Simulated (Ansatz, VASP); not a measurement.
# EuMg2Fe in VASP and in Ansatz

Contents of INCAR:

```
ALGO = Normal ; EDIFF = 1E-7
ENCUT = 520 ; GGA = PE
ISIF = 2 ; ISMEAR = -1
ISPIN = 2 ; LASPH = T
LCHARG = F ; LMAXMIX = 6
LORBIT = 11 ; LREAL = F
LWAVE = F ; MAGMOM = 7 3 0 0
NBANDS = 26 ; NELM = 120
PREC = Accurate ; SIGMA = 0.05
```

File KPOINTS:

```
k-points
0
Gamma
  6 6 5
```

The input POSCAR:

```
EuMg2Fe
1.0
    4.9054804423      0.0000000000      0.0000000000
   -2.4527402212      4.2482706809      0.0000000000
    0.0000000000      0.0000000000      5.2054519245
Eu Fe Mg
1 1 2
Direct
    0.0000000000      0.0000000000      0.5000000000
    0.0000000000      0.0000000000      0.0000000000
    0.3333333333      0.6666666667      0.0215600000
    0.6666666667      0.3333333333      0.9784400000
```

input.yaml

```yaml
crystal:
  lattice:
    - [4.9054804423, 0.0, 0.0]
    - [-2.4527402212, 4.2482706809, 0.0]
    - [0.0, 0.0, 5.2054519245]
  atoms:
    - { symbol: Eu, position: [0.0, 0.0, 0.5], spin: 7.0 }
    - { symbol: Fe, position: [0.0, 0.0, 0.0], spin: 3.0 }
    - { symbol: Mg, position: [0.3333333333, 0.6666666667, 0.02156] }
    - { symbol: Mg, position: [0.6666666667, 0.3333333333, 0.97844] }
hamiltonian:
  xc: pbe
  pseudopotentials: { kind: paw }
magnetization:
  spin_polarized: true
kpoints:
  mp_grid: { grid: [6, 6, 5] }
scf:
  occupations: { method: fermi_dirac, width: 0.05 }
output:
  forces: true
  stress: true
  eigenvalues: true
```

Change from the starting cell: volume scaled by 1.04.

Alike in both runs: task single point; functional PBE; k mesh 6 × 6 × 5; occupations fermi-dirac, width 0.05 eV; collinear spin, ferromagnetic start.

|  | VASP | Ansatz |
| --- | --- | --- |
| version | VASP 6.6.1 | Ansatz 0.2.0 |
| potentials or method | VASP PAW PBE potentials, release 64 (Eu, Fe, Mg) | Ansatz PAW |
| plane-wave cutoff (eV) | 520 | 420 |
| valence electrons in the cell | 29 | 53 |

|  | VASP | Ansatz | Ansatz less VASP |
| --- | --- | --- | --- |
| gap on the k mesh at the Fermi level (eV) | none | none | - |
| pressure (GPa) | -1.5 | -1.4 | +0.11 |
| largest component of the traceless stress (GPa) | 0.42 | 0.88 | +0.456 |
| rms of the force components (eV/Å) | 0.022 | 0.022 | -0.0003 |
| net moment per atom (μB) | 2.11 | 1.29 | -0.822 |
| size of the moment on the site where the two differ most (μB) | 1.63 | 2.13 | +0.500 |

The net moments differ so much that the two runs ended in different magnetic states, which moves the other rows too. Site moments also hang on the region over which each program counts them. Atom by atom the forces differ by 0.000 eV/Å (rms over components). A gap of «none» marks a metal or a gap that the smearing closes. The two sets of potentials don't hold the same shells in valence.

Caveats: spin-orbit coupling is left out, which moves the levels of the heavy elements; without U or exact exchange the open f shell lies at the Fermi level, which spoils levels, moments and volumes; the starting moments weren't kept (Ansatz). The state reached can hang on the start; a lower one may exist.
